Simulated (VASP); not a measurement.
Calculation: PBE GGA, VASP's PBE PAW potentials (set 64) (plane waves; VASP).

VASP ran on this input.

File POSCAR:
```
GaP
1
    0.0000000000     2.7250000000     2.7250000000
    2.7250000000     0.0000000000     2.7250000000
    2.7250000000     2.7250000000     0.0000000000
Ga P
1 1
Direct
  0.0000000000   0.0000000000   0.0000000000
  0.2500000000   0.2500000000   0.2500000000
```

**INCAR**
```
! general
SYSTEM   = GaP
PREC     = Accurate
ENCUT    = 400
LREAL    = .FALSE.
LASPH    = .TRUE.
KSPACING = 0.5
KGAMMA   = .FALSE.

! electronic loop
EDIFF    = 1E-6
NELM     = 100
ALGO     = Normal
LMAXMIX  = 4

! smearing
ISMEAR   = 0
SIGMA    = 0.05

! functional
GGA      = PE

! ions
ISIF     = 2

! output
LWAVE    = .FALSE.
LCHARG   = .FALSE.
```

POTCAR, in this order: Ga_d P (PBE.64 set). Program: vasp_std.

The resulting files:

OSZICAR:
```
       N       E                     dE             d eps       ncg     rms          rms(c)
DAV:   1     0.704607017584E+02    0.70461E+02   -0.84800E+03   268   0.175E+03
DAV:   2    -0.418491817398E+01   -0.74646E+02   -0.71881E+02   290   0.282E+02
DAV:   3    -0.929627452729E+01   -0.51114E+01   -0.50927E+01   330   0.684E+01
DAV:   4    -0.938187590859E+01   -0.85601E-01   -0.85579E-01   324   0.953E+00
DAV:   5    -0.938421888575E+01   -0.23430E-02   -0.23428E-02   348   0.126E+00    0.425E+00
DAV:   6    -0.914125504787E+01    0.24296E+00   -0.46598E-01   382   0.128E+01    0.281E+00
DAV:   7    -0.911468585184E+01    0.26569E-01   -0.11659E-01   338   0.252E+00    0.113E+00
DAV:   8    -0.911477111153E+01   -0.85260E-04   -0.14698E-02   305   0.182E+00    0.172E-01
DAV:   9    -0.911514364614E+01   -0.37253E-03   -0.15994E-03   333   0.690E-01    0.889E-02
DAV:  10    -0.911520786447E+01   -0.64218E-04   -0.13770E-04   387   0.130E-01    0.424E-02
DAV:  11    -0.911528021370E+01   -0.72349E-04   -0.10910E-04   280   0.108E-01    0.687E-03
DAV:  12    -0.911527942527E+01    0.78843E-06   -0.45204E-06   330   0.351E-02
   1 F= -.91152794E+01 E0= -.91152794E+01  d E =-.169319E-10
```

File OUTCAR:
```
------------------------ aborting loop because EDIFF is reached ----------------------------------------
  FORCE on cell =-STRESS in cart. coord.  units (eV):
  Direction    XX          YY          ZZ          XY          YZ          ZX
  --------------------------------------------------------------------------------------
  Total        0.5704014      0.5704014      0.5704014      0.0000000      0.0000000     -0.0000000
  in kB       22.5819594     22.5819594     22.5819594      0.0000000      0.0000000     -0.0000000
  external PRESSURE =      22.5819594 kB  Pullay stress =       0.0000000 kB
  volume of cell :       40.47
      direct lattice vectors                 reciprocal lattice vectors
     0.000000000  2.725000000  2.725000000    -0.183486239  0.183486239  0.183486239
     2.725000000  0.000000000  2.725000000     0.183486239 -0.183486239  0.183486239
     2.725000000  2.725000000  0.000000000     0.183486239  0.183486239 -0.183486239
  FREE ENERGIE OF THE ION-ELECTRON SYSTEM (eV)
  ---------------------------------------------------
  free  energy   TOTEN  =        -9.1152794253 eV

  energy  without entropy=       -9.1152794253  energy(sigma->0) =       -9.11527943
```
(Selected blocks of OUTCAR.)

The compound is GaP in the zinc blende structure. The cell was not relaxed at this level. The run is one of a series of settings (KGAMMA = .FALSE., KSPACING = 0.5, KPOINTS file removed against the base run), some of them coarse on purpose.
